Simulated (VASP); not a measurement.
All values below come from PBEsol GGA, VASP's PBE PAW potentials (set 64) (plane waves; VASP).

Input for VASP

File POSCAR:
```
FeP
1.0
  2.7525977766   0.0000000000   0.0000000000
  0.0000000000   2.7525977766   0.0000000000
  0.0000000000   0.0000000000   2.7525977766
Fe P
1 1
Cartesian
  0.0000000000   0.0000000000   0.0000000000
  1.3762988883   1.3762988883   1.3762988883
```

### INCAR
```
ALGO=Normal
EDIFF=1E-6
EDIFFG=-0.01
ENCUT=400
GGA=PS
IBRION=2
ISIF=3
ISMEAR=1
ISPIN=2
LASPH=.TRUE.
LCHARG=.FALSE.
LMAXMIX=4
LORBIT=10
LREAL=.FALSE.
LWAVE=.FALSE.
MAGMOM=0.8 0.0
NELM=100
NSW=60
PREC=Accurate
SIGMA=0.1
SYSTEM=FeP
```

File KPOINTS:
```
Automatic
0
Gamma
 12 12 12
```

POTCAR, in this order: Fe P (PBE.64 set). Program: vasp_std.

Output of the run:

OUTCAR:
```
 ion  position               nearest neighbor table
   1  0.000  0.000  0.000-   2 2.38   2 2.38   2 2.38   2 2.38   2 2.38   2 2.38   2 2.38   2 2.38
  LATTYP: Found a simple cubic cell.
 ALAT       =     2.7525977766
 Subroutine PRICEL returns:
 Original cell was already a primitive cell.
 Subroutine GETGRP returns: Found 48 space group operations
The static configuration has the point symmetry O_h .
The dynamic configuration has the point symmetry O_h .
The overall configuration has the point symmetry O_h .
 Subroutine INISYM returns: Found 48 space group operations
 Subroutine IBZKPT returns following result:
 Found     84 irreducible k-points:

 Following reciprocal coordinates:
            Coordinates               Weight
  0.000000  0.000000  0.000000      1.000000
  0.083333  0.000000  0.000000      6.000000
  0.166667  0.000000  0.000000      6.000000
  0.250000  0.000000  0.000000      6.000000
  0.333333  0.000000  0.000000      6.000000
  0.416667  0.000000  0.000000      6.000000
  0.500000  0.000000  0.000000      3.000000
  0.083333  0.083333  0.000000     12.000000
  0.166667  0.083333  0.000000     24.000000
  0.250000  0.083333  0.000000     24.000000
  0.333333  0.083333  0.000000     24.000000
  0.416667  0.083333  0.000000     24.000000
  0.500000  0.083333  0.000000     12.000000
  0.166667  0.166667  0.000000     12.000000
  0.250000  0.166667  0.000000     24.000000
  0.333333  0.166667  0.000000     24.000000
  0.416667  0.166667  0.000000     24.000000
  0.500000  0.166667  0.000000     12.000000
  0.250000  0.250000  0.000000     12.000000
  0.333333  0.250000  0.000000     24.000000
  0.416667  0.250000  0.000000     24.000000
  0.500000  0.250000  0.000000     12.000000
  0.333333  0.333333  0.000000     12.000000
  0.416667  0.333333  0.000000     24.000000
...
```

**OSZICAR**
```
       N       E                     dE             d eps       ncg     rms          rms(c)
DAV:   1     0.449732737858E+02    0.44973E+02   -0.53202E+03  3440   0.114E+03
DAV:   2    -0.144319398981E+02   -0.59405E+02   -0.55814E+02  3414   0.216E+02
DAV:   3    -0.172684631274E+02   -0.28365E+01   -0.26972E+01  4118   0.546E+01
DAV:   4    -0.173463763445E+02   -0.77913E-01   -0.77653E-01  4270   0.850E+00
DAV:   5    -0.173478406151E+02   -0.14643E-02   -0.14640E-02  4192   0.105E+00    0.187E+01
DAV:   6    -0.212953233521E+02   -0.39475E+01   -0.75412E+01  4002   0.147E+02    0.227E+01
DAV:   7    -0.152906421183E+02    0.60047E+01   -0.36700E+01  4176   0.102E+02    0.454E+00
DAV:   8    -0.153607933206E+02   -0.70151E-01   -0.62553E-01  3742   0.818E+00    0.160E+00
DAV:   9    -0.153667791776E+02   -0.59859E-02   -0.59129E-02  4888   0.336E+00    0.555E-01
DAV:  10    -0.153668959443E+02   -0.11677E-03   -0.16017E-03  3724   0.423E-01    0.342E-01
DAV:  11    -0.153667055544E+02    0.19039E-03   -0.15564E-04  4286   0.180E-01    0.145E-01
DAV:  12    -0.153666672354E+02    0.38319E-04   -0.16436E-04  4716   0.139E-01    0.494E-02
DAV:  13    -0.153666783922E+02   -0.11157E-04   -0.14532E-05  3868   0.444E-02    0.346E-02
DAV:  14    -0.153666763765E+02    0.20157E-05   -0.45350E-06  2760   0.293E-02    0.962E-03
DAV:  15    -0.153666755802E+02    0.79630E-06   -0.76809E-07  1846   0.101E-02
   1 F= -.15366676E+02 E0= -.15366773E+02  d E =-.153667E+02  mag=     0.7672
       N       E                     dE             d eps       ncg     rms          rms(c)
DAV:   1    -0.153699695458E+02   -0.32932E-02   -0.62350E-02  3622   0.508E+00    0.593E-01
DAV:   2    -0.153737556503E+02   -0.37861E-02   -0.90711E-02  4140   0.544E+00    0.747E-01
DAV:   3    -0.153667689578E+02    0.69867E-02   -0.38737E-02  4194   0.349E+00    0.120E-01
DAV:   4    -0.153666456162E+02    0.12334E-03   -0.64504E-04  3582   0.250E-01    0.562E-02
DAV:   5    -0.153666395898E+02    0.60264E-05   -0.23528E-05  4894   0.751E-02    0.217E-02
DAV:   6    -0.153666382786E+02    0.13111E-05   -0.31819E-06  2020   0.162E-02    0.109E-02
DAV:   7    -0.153666382274E+02    0.51254E-07   -0.21463E-06  2102   0.141E-02
   2 F= -.15366638E+02 E0= -.15366701E+02  d E =0.373528E-04  mag=     0.7617
       N       E                     dE             d eps       ncg     rms          rms(c)
DAV:   1    -0.153677411989E+02   -0.11029E-02   -0.17914E-02  3616   0.273E+00    0.315E-01
DAV:   2    -0.153688183963E+02   -0.10772E-02   -0.26348E-02  4138   0.291E+00    0.400E-01
DAV:   3    -0.153668201786E+02    0.19982E-02   -0.11219E-02  4190   0.186E+00    0.660E-02
DAV:   4    -0.153667821783E+02    0.38000E-04   -0.18406E-04  3564   0.136E-01    0.298E-02
DAV:   5    -0.153667799217E+02    0.22567E-05   -0.67232E-06  3892   0.405E-02    0.115E-02
DAV:   6    -0.153667791770E+02    0.74468E-06   -0.12111E-06  1808   0.992E-03
   3 F= -.15366779E+02 E0= -.15366859E+02  d E =-.103597E-03  mag=     0.7645
```

**OUTCAR**
```
------------------------ aborting loop because EDIFF is reached ----------------------------------------
  FORCE on cell =-STRESS in cart. coord.  units (eV):
  Direction    XX          YY          ZZ          XY          YZ          ZX
  --------------------------------------------------------------------------------------
  Total        0.0010070      0.0010070      0.0010070     -0.0000000      0.0000000     -0.0000000
  in kB        0.0775648      0.0775648      0.0775648     -0.0000000      0.0000000     -0.0000000
  external PRESSURE =       0.0775648 kB  Pullay stress =       0.0000000 kB
  volume of cell :       20.80
      direct lattice vectors                 reciprocal lattice vectors
     2.750199039  0.000000000 -0.000000000     0.363610046 -0.000000000 -0.000000000
     0.000000000  2.750199039  0.000000000    -0.000000000  0.363610046 -0.000000000
     0.000000000  0.000000000  2.750199039     0.000000000 -0.000000000  0.363610046
 POSITION                                       TOTAL-FORCE (eV/Angst)
 -----------------------------------------------------------------------------------
      0.00000      0.00000      0.00000         0.000000      0.000000      0.000000
      1.37510      1.37510      1.37510        -0.000000     -0.000000      0.000000
 -----------------------------------------------------------------------------------
    total drift:                               -0.000000     -0.000000      0.000000
  FREE ENERGIE OF THE ION-ELECTRON SYSTEM (eV)
  ---------------------------------------------------
  free  energy   TOTEN  =       -15.3667791770 eV

  energy  without entropy=      -15.3670199533  energy(sigma->0) =      -15.36685944

 total charge

# of ion       s       p       d       tot
------------------------------------------
    1        0.424   0.616   6.624   7.664
    2        1.040   1.356   0.000   2.397
--------------------------------------------------
tot          1.464   1.972   6.624  10.060

 magnetization (x)

# of ion       s       p       d       tot
------------------------------------------
    1        0.002  -0.009   0.796   0.789
    2        0.006  -0.002   0.000   0.004
--------------------------------------------------
tot          0.008  -0.012   0.796   0.793

 reached required accuracy - stopping structural energy minimisation
```
(Selected blocks of OUTCAR.)

CONTCAR:
```
FeP
   1.00000000000000
     2.7501990389313522    0.0000000000000000   -0.0000000000000000
     0.0000000000000000    2.7501990389313522    0.0000000000000000
     0.0000000000000000    0.0000000000000000    2.7501990389313522
  Fe              P
     1     1
Direct
     0.0000000000000000    0.0000000000000000    0.0000000000000000
     0.5000000000000000    0.5000000000000000    0.5000000000000000
```

The structure was generated: FeP was put into the CsCl type type (Pm-3m), which need not be its known phase. This run relaxes it. Symmetry was kept, so distortions that lower it aren't found. The start is the result of an earlier pass.
